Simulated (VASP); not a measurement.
Output of a VASP run:

**OSZICAR**
```
       N       E                     dE             d eps       ncg     rms          rms(c)
DAV:   1     0.958522684606E+02    0.95852E+02   -0.74888E+03  4752   0.137E+03
DAV:   2    -0.217059779067E+01   -0.98023E+02   -0.95401E+02  4800   0.331E+02
DAV:   3    -0.794703709958E+01   -0.57764E+01   -0.55655E+01  7559   0.782E+01
DAV:   4    -0.813923833389E+01   -0.19220E+00   -0.19049E+00  6110   0.124E+01
DAV:   5    -0.814758160340E+01   -0.83433E-02   -0.82960E-02  6857   0.233E+00    0.879E+00
DAV:   6    -0.703760680210E+01    0.11100E+01   -0.11954E+01  6133   0.356E+01    0.342E+00
DAV:   7    -0.687322312006E+01    0.16438E+00   -0.13763E+00  5672   0.127E+01    0.184E+00
DAV:   8    -0.687869787749E+01   -0.54748E-02   -0.15922E-01  5320   0.440E+00    0.532E-01
DAV:   9    -0.687537174219E+01    0.33261E-02   -0.26897E-02  5589   0.209E+00    0.230E-01
DAV:  10    -0.687595105509E+01   -0.57931E-03   -0.15937E-03  5623   0.475E-01    0.320E-02
DAV:  11    -0.687594607633E+01    0.49788E-05   -0.30279E-04  6119   0.172E-01    0.351E-02
DAV:  12    -0.687594455344E+01    0.15229E-05   -0.20721E-05  5482   0.594E-02    0.131E-02
DAV:  13    -0.687594414659E+01    0.40685E-06   -0.24787E-06  6564   0.176E-02    0.448E-03
DAV:  14    -0.687594415744E+01   -0.10845E-07   -0.16511E-07  4643   0.573E-03
   1 F= -.68759442E+01 E0= -.68759442E+01  d E =0.000000E+00
```

File OUTCAR:
```
------------------------ aborting loop because EDIFF is reached ----------------------------------------
  FORCE on cell =-STRESS in cart. coord.  units (eV):
  Direction    XX          YY          ZZ          XY          YZ          ZX
  --------------------------------------------------------------------------------------
  Total       -0.0261907     -0.0261907      0.1014042      0.0000000      0.0000000      0.0000000
  in kB       -1.2587753     -1.2587753      4.8736848      0.0000000      0.0000000      0.0000000
  external PRESSURE =       0.7853781 kB  Pullay stress =       0.0000000 kB
  volume of cell :       33.34
      direct lattice vectors                 reciprocal lattice vectors
     2.851150558  0.000000000  0.000000000     0.350735599  0.000000000  0.000000000
     0.000000000  2.851150558  0.000000000     0.000000000  0.350735599  0.000000000
     0.000000000  0.000000000  4.100801040     0.000000000  0.000000000  0.243854796
 POSITION                                       TOTAL-FORCE (eV/Angst)
 -----------------------------------------------------------------------------------
      0.00000      0.00000      0.00000         0.000000      0.000000      0.000000
      1.42558      1.42558      2.05040         0.000000      0.000000      0.000000
 -----------------------------------------------------------------------------------
    total drift:                               -0.000000      0.000000      0.000000
  FREE ENERGIE OF THE ION-ELECTRON SYSTEM (eV)
  ---------------------------------------------------
  free  energy   TOTEN  =        -6.8759441574 eV

  energy  without entropy=       -6.8759441574  energy(sigma->0) =       -6.87594416

 total charge

# of ion       s       p       d       tot
------------------------------------------
    1        2.196   6.107   1.989  10.291
    2        0.402   0.405   0.000   0.807
--------------------------------------------------
tot          2.598   6.512   1.989  11.099
```
(Selected blocks of OUTCAR.)

**POSCAR**
```
TiAl
1
    2.8511505582     0.0000000000     0.0000000000
    0.0000000000     2.8511505582     0.0000000000
    0.0000000000     0.0000000000     4.1008010395
Ti Al
1 1
Direct
  0.0000000000   0.0000000000   0.0000000000
  0.5000000000   0.5000000000   0.5000000000
```

Problem. Reconstruct the remaining input files.

Solution. One answer among several that fit: the input of the run itself, vdW-DF2, plane waves, VASP's PBE PAW potentials (set 64).

**INCAR**
```
AGGAC  =  0.0
ALGO  =  Normal
EDIFF  =  1E-7
ENCUT  =  520
GGA  =  ML
ISIF  =  2
ISMEAR  =  -5
LASPH  =  .True.
LCHARG  =  .True.
LMAXMIX  =  4
LORBIT  =  11
LREAL  =  .False.
LUSE_VDW  =  .True.
LWAVE  =  .False.
NEDOS  =  601
NELM  =  100
PREC  =  Accurate
SYSTEM  =  TiAl
ZAB_VDW  =  -1.8867
```

### KPOINTS
```
Automatic mesh
0
Gamma
14 14 10
0 0 0
```

POTCAR, in this order: Ti_sv Al (PBE.64 set). Program: vasp_std.

For a metal the tetrahedron method with Blöchl corrections gives inexact stress and forces.

The compound is TiAl in the L1_0 structure. It was relaxed first. The electron count is odd and the run is not spin-polarised, which forces a metal.
